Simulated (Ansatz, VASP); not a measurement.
# W2NO2: VASP beside Ansatz

Wanted: the spread between two codes on one cell, functional and k mesh. The structure shown is the start of the Ansatz relaxation below; VASP solves that cell, so the two are compared at the walk's first step.

Main program and level: Ansatz 0.2.0; plane waves, with VASP 6.6.1 beside it; single point at LDA.

**1. Starting point**

The cell holds 5 atoms: 1 N, 2 W and 2 O. Cell: a = 2.900 Å, b = 2.900 Å, c = 32.600 Å, α = 90.0°, β = 90.0°, γ = 120.0°. Vacuum lies along c. The height across the vacuum is the one that the program set for its solve, not the one typed.

**2. Ansatz: relaxation, LDA**

Ansatz runs on its PAW soft_1 files.

The two programs are compared at the cell with which this relaxation starts, whose forces are those of its first step.

Input file input.yaml:

```yaml
crystal:
  lattice:
    - [2.9, 0.0, 0.0]
    - [-1.45, 2.51147, 0.0]
    - [0.0, 0.0, 20.0]
  atoms:
    - { symbol: "N", position: [0.0, 0.0, 0.5] }
    - { symbol: W, position: [0.333333, 0.666667, 0.56] }
    - { symbol: W, position: [0.666667, 0.333333, 0.44] }
    - { symbol: O, position: [0.666667, 0.333333, 0.61] }
    - { symbol: O, position: [0.333333, 0.666667, 0.39] }
  periodic: [true, true, false]
kpoints:
  mp_grid: { grid: [9, 9, 1] }
hamiltonian:
  xc: lda
  pseudopotentials: { kind: paw, azcp: { folder: soft_1 }, xc_functional: pbe }
scf:
  occupations: { method: gaussian, width: 0.1 }
output:
  forces: true
  stress: true
  eigenvalues: true
relax:
  adjacent_minimum: "off"
  f_tol: 0.05
  max_steps: 80
  cell: { stress_2d_tol: 0.02 }
```

Started as:

```
$ ansatz run input.yaml --threads 4 --pin off --max-ram 16384MiB --backend cpu --events-out ev --progress --plain --runs-dir out
```

Numbers of over 12 decimals in the logs are rounded to 6 here.

The program printed:

```text
Warning: crystal.periodic: the lattice vector that does not repeat stood 0.000° off the slab's normal, 20.000 Å along it as the deck builds it. The run solves the slab on a vector along the normal, 32.600 Å long, with every atom where it was (on the deck's vector they left 15.60 Å outside them, and the widest stretch free of ions among them is 1.20 Å). A fractional position that the run reports is one of the run's ce [...]
[...]
basis re-selected at this cell: Δ(F+E_penalty+E_count) = -6.919e-2 eV, ΔP = +1.398 N/m vs the last step (what re-selecting the basis moved, of the pressure what is left beyond the Pulay correction that the steps carried, after the strain that the cell walked since its last selection, with what the two solves' SCF thresholds leave and, on support functions, any second-order correction that the steps lacked; it is no measure of the basis error at this ecutwfc). The dense FFT grid was sized anew with the basis: this SCF ran on 24×24×225 points, the steps before it on 20×20×225, so part of this shift can come from that change (see relax.cell in the input reference). [rest of the remark cut]
Crystal: 5 atoms, lattice volume = 277.794 Å³
iter 1 solved again at ethr=1.04e-6 eV; its pass at ethr=3.10e-3 eV (dr2=4.70e-4 eV) is discarded
SCF iter   1: F=—  HF=-21745.882330 eV  |F-HF|=—  |Δ(HF+E_count)|=         —  Δρ=4.22e-4  dr2=4.24e-4  ethr=1.04e-6  ⟨swp⟩=5.8  Hψ=3160  notcnv=0
preconditioner: auto → LDOS  [insulator: Δε(μ)=0.278 eV  Ē_g=10.432 eV  σ=0.100 eV  W_gap=0.92  n_scr=20 (ndim 8)  ℏωp=12.0 eV  f_vac=0.788  D(μ)=1.21/eV (n_scr^D=8)  ε∞_Penn≈2.3  β→1.0]
SCF iter   2: F=—  HF=-21745.882248 eV  |F-HF|=—  |Δ(HF+E_count)|=   8.25e-5  Δρ=2.80e-4  dr2=1.71e-4  ethr=9.43e-7  ⟨swp⟩=2.9  Hψ=594  notcnv=0
SCF iter   3: F=—  HF=-21745.882230 eV  |F-HF|=—  |Δ(HF+E_count)|=   1.83e-5  Δρ=8.91e-5  dr2=2.07e-5  ethr=3.80e-7  ⟨swp⟩=3.0  Hψ=651  notcnv=0
SCF iter   4: F=-21745.882228 eV  HF=-21745.882228 eV  |F-HF|=2.05e-7  |Δ(HF+E_count)|=   2.07e-6  Δρ=9.31e-6  dr2=2.05e-7  ethr=1.11e-9  ⟨swp⟩=11.6  Hψ=2738  notcnv=0
SCF 12 converged in 4 iterations: F = -21745.882228 eV  dr2 = 2.05e-7
relax step  12: F+E_penalty+E_count = -21745.88222776 eV  Δ(F+E_penalty+E_count) = -1.212e-3 eV  max|allowed force component| = 2.567e-2 eV/Å  Δτ_max = 0.0052 Å  P = +0.315 N/m  Ω = 277.794 Å³  energy of the carried Pulay correction = -9.392e-4 eV  fix = [c, alpha, beta]  reactions: c +0.000 N/m  (4 SCF iters, dr2 threshold 5.00e-7 eV, accepted)
[...]
relax step  13: F+E_penalty+E_count = -21745.88208546 eV  Δ(F+E_penalty+E_count) = +1.423e-4 eV  max|allowed force component| = 1.058e-3 eV/Å  Δτ_max = 0.0014 Å  P = +0.010 N/m  Ω = 278.170 Å³  energy of the carried Pulay correction = -1.205e-3 eV  fix = [c, alpha, beta]  reactions: c +0.000 N/m  (4 SCF iters, dr2 threshold 1.20e-7 eV, accepted)
[...]
relax step  14: F+E_penalty+E_count = -21745.88337644 eV  Δ(F+E_penalty+E_count) = -1.291e-3 eV  max|allowed force component| = 1.181e-3 eV/Å  Δτ_max = 0.0000 Å  P = +0.019 N/m  Ω = 278.170 Å³  fix = [c, alpha, beta]  reactions: c +0.000 N/m  stress off target by 1.89e-2 N/m on what of the cell is left free  SCF on the basis re-selected at this cell (its energy is not comparable with the rows above)  (6 SCF iters)
basis re-selected at this cell: Δ(F+E_penalty+E_count) = -1.291e-3 eV, ΔP = +0.009 N/m vs the last step (what re-selecting the basis moved, of the pressure what is left beyond the Pulay correction that the steps carried, after the strain that the cell walked since its last selection, with what the two solves' SCF thresholds leave and, on support functions, any second-order correction that the steps lacked; it is no m [...]
SCF converged after 6 iterations
Free energy (F): -21745.883376 eV
Harris-Foulkes:  -21745.883376 eV  (|F-HF|=4.29e-9)
Internal energy: -21745.877321 eV  (E = F + TS)
E sigma→0 (E₀):  -21745.880349 eV
Entropy (-TS):   -0.006056 eV (-1.211 meV/atom)
Fermi energy:    -5.714626 eV
--- Per-component energies (eV) ---
  E_band       = -1270.043832
  E_kinetic    = 1315.606827
  E_local      = -142206.460959  (includes V_loc(G=0)·N_el)
  E_nonlocal   = 106.577045
  E_hartree    = 70338.801964
  E_xc         = -731.752316
  E_vxc        = -719.506348  (∫ρ·V_xc dr)
  E_paw        = -17071.170241  (= ΣΔE_a)
  E_vpaw       = -443.866888  (= ΣTr[D̂ρ^β])
  E_aug_tail   = 0.002751  (compensation charges beyond the density's cutoff)
  E_ewald      = 66501.677223
  E_core_change = 0.840386  (= ΣΔE_core)
  E_smearing   = -0.006056  (= −TS)
  E_closure    = -0.000000  (closes the sum)
  Σ components = -21745.883376   (vs F -21745.883376, Δ=0.00e0)
--- Forces (eV/Å), atoms counted from 1 ---
  atom   1  N     -0.00000000     0.00000000     0.00000000
  atom   2  W      0.00000000    -0.00000000    -0.00118090
  atom   3  W     -0.00000000     0.00000000     0.00118090
  atom   4  O      0.00000000    -0.00000000     0.00089416
  atom   5  O      0.00000000     0.00000000    -0.00089416
  max |Σ_I F_I| component: 1.85e-17 eV/Å
--- 2D stress c σ (N/m, compression-positive) ---
        0.018919       0.000000      -0.000000
        0.000000       0.018919       0.000000
       -0.000000       0.000000       0.000000
  P = ½ c Tr σ = 0.0189 N/m
--- Band table (eV; the first three rows and the last of 12) ---
  k-point 0: bands = ["-81.1304", "-81.0329", "-45.7701", "-45.3091", "-45.3091", "-45.1367", "-45.1367", "-44.9880", "-26.0858", "-25.3392", "-22.6002", "-15.0656", "-14.7797", "-14.7797", "-11.8824", "-11.8824", "-11.0948", "-9.5310", "-9.5298", "-9.5298", "-8.6158", "-8.6158", "-6.4148", "-4.5853", "-4.5853", "-4.3047", "-2.7778", "-2.7778"]
  k-point 1: bands = ["-81.1251", "-81.0328", "-45.7575", "-45.3919", "-45.3335", "-45.1779", "-45.1371", "-44.9724", "-25.8906", "-25.2753", "-22.7703", "-14.9278", "-14.6172", "-14.6139", "-12.2187", "-11.7865", "-10.8689", "-10.5706", "-10.1788", "-9.2967", "-8.1006", "-7.8845", "-6.4920", "-4.4400", "-4.3439", "-4.1884", "-3.0925", "-2.7510"]
  k-point 2: bands = ["-81.1109", "-81.0333", "-45.7463", "-45.5665", "-45.3899", "-45.2582", "-45.1432", "-44.9657", "-25.4365", "-25.1394", "-23.0688", "-14.6861", "-14.2729", "-14.2360", "-12.6345", "-11.7080", "-11.6575", "-10.6924", "-10.3062", "-9.5939", "-8.0102", "-7.0501", "-6.0747", "-4.2357", "-3.9031", "-3.7525", "-2.9777", "-2.7913"]
  k-point 11: bands = ["-81.0555", "-81.0555", "-45.7633", "-45.7418", "-45.7418", "-45.3340", "-45.0968", "-45.0968", "-24.8418", "-24.8418", "-22.9540", "-14.4645", "-14.4645", "-13.0558", "-12.7413", "-12.0280", "-11.0396", "-11.0396", "-10.5926", "-10.5926", "-6.7773", "-6.7773", "-6.6270", "-3.7623", "-3.7623", "-3.1161", "-1.2982", "-1.2982"]
--- Relaxed structure (12 steps of the walk, 12 accepted, 2 SCFs on fresh bases) ---
  F+E_penalty+E_count = -21745.88337644 eV   max|allowed force component| = 1.181e-3 eV/Å   (the final SCF, on the basis selected at the relaxed cell)
  cell:  # Å, volume = 278.1699 Å³
    - [3.138925, 0.0, 0]
    - [-1.569462, 2.718389, 0]
    - [0, 0, 32.6]
  atoms:
    - { symbol: N, position: [0, 0, 0.306748] }
    - { symbol: W, position: [0.333333, 0.666667, 0.338180] }
    - { symbol: W, position: [0.666667, 0.333333, 0.275317] }
    - { symbol: O, position: [0.666667, 0.333333, 0.369311] }
    - { symbol: O, position: [0.333333, 0.666667, 0.244186] }
```

**3. VASP: single point, LDA, start cell, pair 1**

The same cell, functional (in two slightly different forms), mesh and smearing now go to VASP, with its own data sets.

Lines of VASP's logs that name or quote its potential files are left out, and so is its time.

Input file INCAR:

```
SYSTEM = W2NO2
PREC = Accurate
ENCUT = 520
EDIFF = 1E-06
NELM = 120
ISMEAR = 0
SIGMA = 0.1
LREAL = .FALSE.
ALGO = Normal
GGA = CA
NBANDS = 20
LASPH = .TRUE.
LORBIT = 11
LWAVE = .FALSE.
LCHARG = .FALSE.
ISIF = 2
LDIPOL = .TRUE.
IDIPOL = 3
DIPOL = 0.5 0.5 0.307
LVHAR = .TRUE.
GGA_COMPAT = .FALSE.
NELMDL = -8
KPAR = 2
```

Input file POSCAR:

```
W2NO2
1.0
    2.8999980000      0.0000000000      0.0000000000
   -1.4499990000      2.5114720000      0.0000000000
    0.0000000000      0.0000000000     32.6000000000
N W O
1 2 2
Direct
    0.0000000000      0.0000000000      0.3067484663
    0.3333333997      0.6666667994      0.3435582822
    0.6666666003      0.3333332006      0.2699386503
    0.6666666003      0.3333332006      0.3742331288
    0.3333333997      0.6666667994      0.2392638037
```

Input file KPOINTS:

```
Automatic mesh
0
Gamma
9 9 1
0 0 0
```

PAW data sets: N, W and O (LDA family, release 64).

Started as:

```
$ mpirun -np 2 vasp_std
```

The program printed:

```text
[banner, memory and clock lines left out]
running    2 mpi-ranks, on    1 nodes
 distrk:  each k-point on    1 cores,    2 groups
 distr:  one band on    1 cores,    1 groups

 POSCAR found type information on POSCAR N W O
 POSCAR found :  3 types and       5 ions
 LDA part: xc-table for (Slater(with rela. corr.)+CA(PZ))
 , standard interpolation
 POSCAR, INCAR and KPOINTS ok, starting setup
 FFT: planning ... GRIDC
 FFT: planning ... GRID_SOFT
 FFT: planning ... GRID
 WAVECAR not read
 entering main loop
       N       E                     dE             d eps       ncg     rms          rms(c)
DAV:   1     0.264199002045E+03    0.26420E+03   -0.11489E+04   504   0.110E+03
DAV:   2    -0.220233917876E+02   -0.28622E+03   -0.27561E+03   712   0.273E+02
DAV:   3    -0.590168055921E+02   -0.36993E+02   -0.35973E+02   572   0.116E+02
DAV:   4    -0.603550780925E+02   -0.13383E+01   -0.13017E+01   688   0.222E+01
DAV:   5    -0.603814168556E+02   -0.26339E-01   -0.26240E-01   648   0.281E+00
DAV:   6    -0.603820931152E+02   -0.67626E-03   -0.67583E-03   704   0.410E-01
DAV:   7    -0.603821079602E+02   -0.14845E-04   -0.14842E-04   656   0.610E-02
DAV:   8    -0.603821085301E+02   -0.56994E-06   -0.57000E-06   704   0.110E-02    0.651E+01
DAV:   9    -0.530213086581E+02    0.73608E+01   -0.42706E+01   580   0.435E+01    0.262E+01
DAV:  10    -0.527535406065E+02    0.26777E+00   -0.41874E+00   572   0.172E+01    0.154E+01
DAV:  11    -0.525519554999E+02    0.20159E+00   -0.79149E-01   656   0.792E+00    0.163E+00
DAV:  12    -0.525500040448E+02    0.19515E-02   -0.73586E-02   604   0.226E+00    0.335E-01
DAV:  13    -0.525501171835E+02   -0.11314E-03   -0.85505E-03   668   0.625E-01    0.150E-01
DAV:  14    -0.525501164286E+02    0.75489E-06   -0.21034E-03   616   0.298E-01    0.169E-01
[...]
DAV:  19    -0.525508024287E+02   -0.99631E-04   -0.12817E-05   560   0.161E-02    0.787E-03
DAV:  20    -0.525508413949E+02   -0.38966E-04   -0.96586E-07   444   0.495E-03    0.519E-03
DAV:  21    -0.525508723729E+02   -0.30978E-04   -0.15444E-06   432   0.431E-03    0.925E-04
DAV:  22    -0.525508820889E+02   -0.97160E-05   -0.40165E-07   380   0.278E-03    0.157E-03
DAV:  23    -0.525508847846E+02   -0.26957E-05   -0.84305E-08   356   0.147E-03    0.356E-04
DAV:  24    -0.525508867279E+02   -0.19433E-05   -0.81599E-08   368   0.116E-03    0.361E-04
DAV:  25    -0.525508879035E+02   -0.11756E-05   -0.76722E-08   364   0.968E-04    0.442E-04
DAV:  26    -0.525508882869E+02   -0.38331E-06   -0.25650E-08   348   0.636E-04
   1 F= -.52550888E+02 E0= -.52544412E+02  d E =-.129525E-01
```

From OUTCAR (step 3):

```text
ion  position               nearest neighbor table
   1  0.000  0.000  0.307-   2 2.06   2 2.06   3 2.06   3 2.06   2 2.06   3 2.06
   2  0.333  0.667  0.344-   4 1.95   4 1.95   4 1.95   1 2.06   1 2.06   1 2.06   3 2.93   3 2.93
                             3 2.93
   3  0.667  0.333  0.270-   5 1.95   5 1.95   5 1.95   1 2.06   1 2.06   1 2.06   2 2.93   2 2.93
                             2 2.93
   4  0.667  0.333  0.374-   2 1.95   2 1.95   2 1.95
   5  0.333  0.667  0.239-   3 1.95   3 1.95   3 1.95

  LATTYP: Found a hexagonal cell.
 ALAT       =     2.8999980000
 C/A-ratio  =    11.2413870630

 Subroutine GETGRP returns: Found 12 space group operations
 (whereof  6 operations were pure point group operations)

The static configuration has the point symmetry C_3v.
 The point group associated with its full space group is D_3d.

 Found     12 irreducible k-points:

   k-points           NKPTS =     12   k-points in BZ     NKDIM =     12   number of bands    NBANDS=     20

   dimension x,y,z NGX =    24 NGY =   24 NGZ =  250
   dimension x,y,z NGXF=    48 NGYF=   48 NGZF=  500

   ENCUT  =  520.0 eV  38.22 Ry    6.18 a.u.   5.39  5.39 60.61*2*pi/ulx,y,z

   NELECT =      29.0000    total number of electrons

 k-points in reciprocal lattice and weights: Automatic mesh
   0.00000000  0.00000000  0.00000000       0.012
   0.11111111  0.00000000  0.00000000       0.074
   0.22222222  0.00000000  0.00000000       0.074
   0.33333333  0.00000000  0.00000000       0.074
   0.44444444  0.00000000  0.00000000       0.074
   0.11111111  0.11111111  0.00000000       0.074
   0.22222222  0.11111111  0.00000000       0.148
   0.33333333  0.11111111  0.00000000       0.148
   0.44444444  0.11111111  0.00000000       0.074
   0.22222222  0.22222222  0.00000000       0.074
   0.33333333  0.22222222  0.00000000       0.148
   0.33333333  0.33333333  0.00000000       0.025

 dipolmoment           0.000000      0.000000      0.000001 electrons x Angstroem

 average (electrostatic) potential at core
       1 -73.1490       2 -49.8030       3 -49.8030       4 -80.7875       5 -80.7875

 E-fermi :  -2.1210

 k-point     1 :       0.0000    0.0000    0.0000
  band No.  band energies     occupation
    ...
     13      -4.5575      2.00000
     14      -4.5575      2.00000
     15      -3.4887      2.00000
     16      -2.3165      1.99429
     17      -2.3165      1.99429
     18      -0.7193      0.00000
     19       0.4329      0.00000
     20       0.4330      0.00000

 k-point     2 :       0.1111    0.0000    0.0000
  band No.  band energies     occupation
    ...
     12      -6.9756      2.00000
     13      -4.5356      2.00000
     14      -3.8600      2.00000
     15      -3.3935      2.00000
     16      -2.1515      1.33347
     17      -1.9552      0.01899
     18      -0.8070      0.00000
     19       0.2287      0.00000
     20       0.5965      0.00000

 k-point     3 :       0.2222    0.0000    0.0000
  band No.  band energies     occupation
    ...
     11      -7.9694      2.00000
     12      -7.1997      2.00000
     13      -4.9525      2.00000
     14      -3.0124      2.00000
     15      -2.6805      2.00000
     16      -1.6281      0.00000
     17      -1.3219      0.00000
     18      -0.7456      0.00000
     19       0.7146      0.00000
     20       0.8918      0.00000

  Total       15.6033105     15.6033112     12.3769456      0.0000000      0.0000000      0.0000000
  in kB      105.2891678    105.2891729     83.5180655      0.0000000      0.0000000      0.0000000
  external PRESSURE =      98.0321354 kB  Pullay stress =       0.0000000 kB

  energy-cutoff  :      520.00
  volume of cell :      237.43
      direct lattice vectors                 reciprocal lattice vectors
     2.899998000  0.000000000  0.000000000     0.344827824  0.199086432  0.000000000
    -1.449999000  2.511472000  0.000000000     0.000000000  0.398172864  0.000000000
     0.000000000  0.000000000 32.600000000     0.000000000  0.000000000  0.030674847

 POSITION                                       TOTAL-FORCE (eV/Angst)
 -----------------------------------------------------------------------------------
      0.00000      0.00000     10.00000        -0.000000     -0.000000     -0.000000
      0.00000      1.67432     11.20000        -0.000000     -0.000000     -2.154409
      1.45000      0.83716      8.80000         0.000000     -0.000000      2.154409
      1.45000      0.83716     12.20000        -0.000000     -0.000000      4.006781
      0.00000      1.67432      7.80000         0.000000      0.000000     -4.006781
 -----------------------------------------------------------------------------------
    total drift:                               -0.000000     -0.000000      0.000015

  FREE ENERGIE OF THE ION-ELECTRON SYSTEM (eV)
  ---------------------------------------------------
  free  energy   TOTEN  =       -52.5508882869 eV

  energy  without entropy=      -52.5379357658  energy(sigma->0) =      -52.54441203

 vacuum level on the upper side and lower side of the slab         2.864         2.864

 total charge
# of ion       s       p       d       tot
------------------------------------------
    1        1.230   2.651   0.000   3.881
    2        0.635   0.944   4.658   6.237
    3        0.635   0.944   4.658   6.237
    4        1.563   3.530   0.000   5.092
    5        1.563   3.530   0.000   5.092
--------------------------------------------------
tot          5.625  11.599   9.316  26.540

[... 3 further parts left out ...]
```

This run has no spin polarisation, so a moment on W, if there is one, isn't seen. Its electron count is odd, so without a moment it is a metal by construction. The data set W keeps the semicore shell frozen, which is cheaper and a little less accurate.

**4. Comparison**

Known differences besides the potentials themselves: the two LDA forms differ slightly; Ansatz cuts the interaction across the vacuum, VASP repeats the sheet with a dipole correction; the data sets hold 45 valence electrons in Ansatz (on its PAW soft_1 files) and 29 in VASP; VASP's log shows a relativistic correction to its local exchange, Ansatz's none; Ansatz takes its cutoff from its data sets, VASP runs at 520 eV. Total energies have different zeros and are not compared.

Forces (eV/Å; atoms numbered as in POSCAR):

```tsv
atom	Ansatz x, y, z	VASP x, y, z
N1	0.000, 0.000, 0.000	0.000, 0.000, 0.000
W2	0.000, 0.000, -2.134	0.000, 0.000, -2.154
W3	0.000, 0.000, 2.134	0.000, 0.000, 2.154
O4	0.000, 0.000, 3.746	0.000, 0.000, 4.007
O5	0.000, 0.000, -3.746	0.000, 0.000, -4.007
```

The forces differ by 96 meV/Å r.m.s., which is 5.8 % of the r.m.s. force of 1.661 eV/Å (both taken over all components). With vacuum in the cell, a pressure given here is an average over mostly empty space and none of the material.

**5. Ansatz: relaxation, LDA**

The two programs are compared at the cell with which this relaxation starts, whose forces are those of its first step.

The structure compared here is the start of the Ansatz relaxation; VASP solves that cell, so the two are compared at the walk's first step.

Input file input.yaml:

```yaml
crystal:
  lattice:
    - [3.1389249077, 0.0, 0.0]
    - [-1.5694624539, 2.7183887107, 0.0]
    - [0.0, 0.0, 32.6]
  atoms:
    - { symbol: "N", position: [0.0, 0.0, 0.3067484663] }
    - { symbol: W, position: [0.3333333333, 0.6666666667, 0.3381801208] }
    - { symbol: W, position: [0.6666666667, 0.3333333333, 0.2753168117] }
    - { symbol: O, position: [0.6666666667, 0.3333333333, 0.3693112685] }
    - { symbol: O, position: [0.3333333333, 0.6666666667, 0.2441856641] }
  periodic: [true, true, false]
kpoints:
  mp_grid: { grid: [15, 15, 1] }
hamiltonian:
  xc: lda
  pseudopotentials: { kind: paw, azcp: { folder: soft_1 }, xc_functional: pbe }
scf:
  occupations: { method: gaussian, width: 0.1 }
output:
  forces: true
  stress: true
  eigenvalues: true
  write_density: true
  write_potential: true
  elf: true
  volumetric_format: npy
relax:
  adjacent_minimum: "off"
  f_tol: 0.005
  max_steps: 80
  cell: { stress_2d_tol: 0.02 }
```

Started as:

```
$ ansatz run input.yaml --threads 4 --pin off --max-ram 16384MiB --backend cpu --events-out ev --progress --plain --runs-dir out
```

The program printed:

```text
[...]
Crystal: 5 atoms, lattice volume = 278.170 Å³
Basis set: ecut = 420 eV, 5401 PW (Γ)
Bands: 28, of which v1, the nominal top of the filled ones, is band 23 counted from 1 (22 counted from 0)
Symmetry: 12 space group operations
[...]
k-points: 27 of 225
[...]
cell:  # Å, volume = 277.8300 Å³
    - [3.137007, 2.884975077737939e-11, 0]
    - [-1.568504, 2.716728, 0]
    - [0, 0, 32.6]
  atoms:
    - { symbol: N, position: [0, 0, 0.30674846628] }
    - { symbol: W, position: [0.333333, 0.666667, 0.338218] }
    - { symbol: W, position: [0.666667, 0.333333, 0.275279] }
    - { symbol: O, position: [0.666667, 0.333333, 0.369427] }
    - { symbol: O, position: [0.333333, 0.666667, 0.244069] }
[key lines of the parts left out:]
SCF converged after 5 iterations
Free energy (F): -21745.876700 eV
Fermi energy:    -5.753633 eV
P = ½ c Tr σ = -0.0023 N/m
```

(Continued in part 2 of 2.)

[Lines on the potential files, build, host, timing and source positions are cut from VASP's logs without a mark.]

[Logs are printed without paths, hosts, clocks, repeated set-up lines and the standing remarks that a program may print on its own settings, such as how far it seeks lower states.]

[Hosts, paths, dates, database ids (printed as entryN), source tags and the programs' standing remarks are cut or masked in the printed files.]
